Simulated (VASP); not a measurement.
Computed with RPBE GGA, VASP's PBE PAW potentials (set 64) (plane waves; VASP 6.6.1).

A VASP calculation is set up with these files.

**POSCAR**
```
ZrC
1
    0.0000000000     2.3189798506     2.3189798506
    2.3189798506     0.0000000000     2.3189798506
    2.3189798506     2.3189798506     0.0000000000
Zr C
1 1
Direct
  0.0000000000   0.0000000000   0.0000000000
  0.5000000000   0.5000000000   0.5000000000
```

### INCAR
```
SYSTEM = ZrC
PREC = Accurate; ENCUT = 520; LREAL = .FALSE.
LASPH = .TRUE.
EDIFF = 1E-7; NELM = 100; ALGO = Normal
LMAXMIX = 4
ISMEAR = 1; SIGMA = 0.1
GGA = RP
ISIF = 2
LWAVE = .FALSE.; LCHARG = .FALSE.
```

File KPOINTS:
```
K-points
0
G
13 13 13
```

POTCAR, in this order: Zr_sv C (PBE.64 set). Program: vasp_std.

Output

OUTCAR:
```
 ion  position               nearest neighbor table
   1  0.000  0.000  0.000-   2 2.32   2 2.32   2 2.32   2 2.32   2 2.32   2 2.32
   2  0.500  0.500  0.500-   1 2.32   1 2.32   1 2.32   1 2.32   1 2.32   1 2.32
  LATTYP: Found a face centered cubic cell.
 ALAT       =     4.6379597012
 Subroutine PRICEL returns:
 Original cell was already a primitive cell.
 Subroutine GETGRP returns: Found 48 space group operations
The static configuration has the point symmetry O_h .
The dynamic configuration has the point symmetry O_h .
 Subroutine INISYM returns: Found 48 space group operations
 Subroutine IBZKPT returns following result:
 Found     84 irreducible k-points:

 Following reciprocal coordinates:
            Coordinates               Weight
  0.000000  0.000000  0.000000      1.000000
  0.076923  0.000000  0.000000      8.000000
  0.153846  0.000000  0.000000      8.000000
  0.230769  0.000000  0.000000      8.000000
  0.307692  0.000000  0.000000      8.000000
  0.384615  0.000000  0.000000      8.000000
  0.461538  0.000000  0.000000      8.000000
  0.076923  0.076923  0.000000      6.000000
  0.153846  0.076923  0.000000     24.000000
...
```

OSZICAR:
```
       N       E                     dE             d eps       ncg     rms          rms(c)
DAV:   1     0.108385804842E+03    0.10839E+03   -0.89860E+03  2016   0.135E+03
DAV:   2    -0.161308880309E+02   -0.12452E+03   -0.11748E+03  2340   0.335E+02
DAV:   3    -0.216015530377E+02   -0.54707E+01   -0.53741E+01  3000   0.626E+01
DAV:   4    -0.217965837884E+02   -0.19503E+00   -0.19493E+00  2536   0.113E+01
DAV:   5    -0.218013854116E+02   -0.48016E-02   -0.48014E-02  2992   0.147E+00    0.227E+01
DAV:   6    -0.185701669262E+02    0.32312E+01   -0.15072E+01  2268   0.280E+01    0.873E+00
DAV:   7    -0.184885988444E+02    0.81568E-01   -0.60772E-01  2348   0.648E+00    0.624E+00
DAV:   8    -0.184896684453E+02   -0.10696E-02   -0.11291E-01  2204   0.337E+00    0.139E+00
DAV:   9    -0.184861705456E+02    0.34979E-02   -0.26165E-02  2536   0.109E+00    0.444E-01
DAV:  10    -0.184866583727E+02   -0.48783E-03   -0.19195E-03  2316   0.570E-01    0.355E-01
DAV:  11    -0.184864878391E+02    0.17053E-03   -0.61408E-04  2244   0.199E-01    0.169E-02
DAV:  12    -0.184864862102E+02    0.16289E-05   -0.11622E-05  2908   0.385E-02    0.123E-02
DAV:  13    -0.184864859091E+02    0.30108E-06   -0.34420E-07  2356   0.588E-03    0.131E-03
DAV:  14    -0.184864859007E+02    0.84115E-08   -0.20340E-08  1216   0.121E-03
   1 F= -.18486486E+02 E0= -.18486429E+02  d E =-.171370E-03
```

### OUTCAR
```
------------------------ aborting loop because EDIFF is reached ----------------------------------------
  FORCE on cell =-STRESS in cart. coord.  units (eV):
  Direction    XX          YY          ZZ          XY          YZ          ZX
  --------------------------------------------------------------------------------------
  Total        2.3037560      2.3037560      2.3037560      0.0000000      0.0000000     -0.0000000
  in kB      147.9878747    147.9878747    147.9878747      0.0000000      0.0000000     -0.0000000
  external PRESSURE =     147.9878747 kB  Pullay stress =       0.0000000 kB
  volume of cell :       24.94
      direct lattice vectors                 reciprocal lattice vectors
     0.000000000  2.318979851  2.318979851    -0.215612050  0.215612050  0.215612050
     2.318979851  0.000000000  2.318979851     0.215612050 -0.215612050  0.215612050
     2.318979851  2.318979851  0.000000000     0.215612050  0.215612050 -0.215612050
 POSITION                                       TOTAL-FORCE (eV/Angst)
 -----------------------------------------------------------------------------------
      0.00000      0.00000      0.00000         0.000000     -0.000000     -0.000000
      2.31898      2.31898      2.31898        -0.000000      0.000000      0.000000
 -----------------------------------------------------------------------------------
    total drift:                                0.000000     -0.000000     -0.000000
  FREE ENERGIE OF THE ION-ELECTRON SYSTEM (eV)
  ---------------------------------------------------
  free  energy   TOTEN  =       -18.4864859007 eV

  energy  without entropy=      -18.4863145308  energy(sigma->0) =      -18.48642878
```
(Selected blocks of OUTCAR.)

The compound is ZrC in the rock salt structure. This cell is one point of a volume scan, at 0.94 of the reference volume.
